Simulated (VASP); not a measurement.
Here is the system:

```xyz
10
Lattice="5.5304 0.0000 0.0000 -2.7652 4.7895 0.0000 0.0000 0.0000 4.5758" Properties=species:S:1:pos:R:3 pbc="T T T"
Sr     0.0000     3.1930     3.4319
Sr     2.7652     1.5965     1.1440
V      0.0000     0.0000     0.0000
V      0.0000     0.0000     2.2879
O      0.0000     1.5441     1.1440
O      1.4280     4.0174     1.1440
O     -1.4280     4.0174     1.1440
O      2.7652     3.2454     3.4319
O      1.3372     0.7720     3.4319
O      4.1932     0.7720     3.4319
```

These are PBEsol GGA, VASP's PBE PAW potentials (set 64) (plane waves; VASP) values and carry that method's errors. Numerical set-up: 520 eV cut-off, 5×5×6 Γ-centred mesh, tetrahedra with Blöchl corrections, potentials Sr_sv V_sv O.

The cores are frozen, which limits the accuracy of field gradients.

Give the principal components of the electric field gradient (V/Å²) and the asymmetry η at each nucleus.

| atom | Vxx | Vyy | Vzz | η |
|---|---|---|---|---|
| Sr1 | -2.8 | -2.8 | 5.7 | 0.00 |
| Sr2 | -2.8 | -2.8 | 5.7 | 0.00 |
| V3 | 37.4 | 37.4 | -74.8 | 0.00 |
| V4 | 37.4 | 37.4 | -74.8 | 0.00 |
| O5 | -1.9 | -0.6 | 2.5 | 0.54 |
| O6 | -1.9 | -0.6 | 2.5 | 0.54 |
| O7 | -1.9 | -0.6 | 2.5 | 0.54 |
| O8 | -1.9 | -0.6 | 2.5 | 0.54 |
| O9 | -1.9 | -0.6 | 2.5 | 0.54 |
| O10 | -1.9 | -0.6 | 2.5 | 0.54 |

The structure was generated: SrVO3 was put into the 2H-BaNiO3 type (P6_3/mmc), which need not be its known phase. It was relaxed first, which changed the volume by -9 %. The run is not spin-polarised, so no magnetic state was tried.
